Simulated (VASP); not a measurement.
Given:

```
CELL_PARAMETERS angstrom
      1.23328    -2.13611     0.00000
      1.23328     2.13611     0.00000
      0.00000     0.00000     6.95238
ATOMIC_POSITIONS crystal
  C  0.00000 0.00000 0.25000
  C  0.00000 0.00000 0.75000
  C  0.33333 0.66667 0.25000
  C  0.66667 0.33333 0.75000
```

All values below come from PBE GGA with D3 dispersion (zero damping), VASP's PBE PAW potentials (set 64) (plane waves; VASP). Settings: 520 eV cut-off, Gaussian smearing of 0.050 eV, potentials C.

### Question
Give the energies of bands 3 to 10 at the high-symmetry points, in eV from the Fermi level.

### Answer

```tsv
band	Γ	M	K	A	L	H
3	-8.36	-13.24	-12.57	-7.61	-13.21	-12.57
4	-6.72	-13.17	-12.50	-7.61	-13.21	-12.57
5	-3.02	-6.41	-10.52	-3.02	-6.39	-10.53
6	-3.02	-6.37	-10.52	-3.02	-6.39	-10.53
7	-3.01	-2.68	-0.52	-3.02	-2.35	0.00
8	-3.01	-2.11	-0.01	-3.02	-2.35	0.00
9	4.02	1.51	-0.01	6.39	1.66	0.01
10	8.31	2.09	0.58	6.39	1.66	0.01
```

It has no gap at this level: it comes out as a metal or semimetal.

The compound is C in the graphite structure. It was relaxed first.
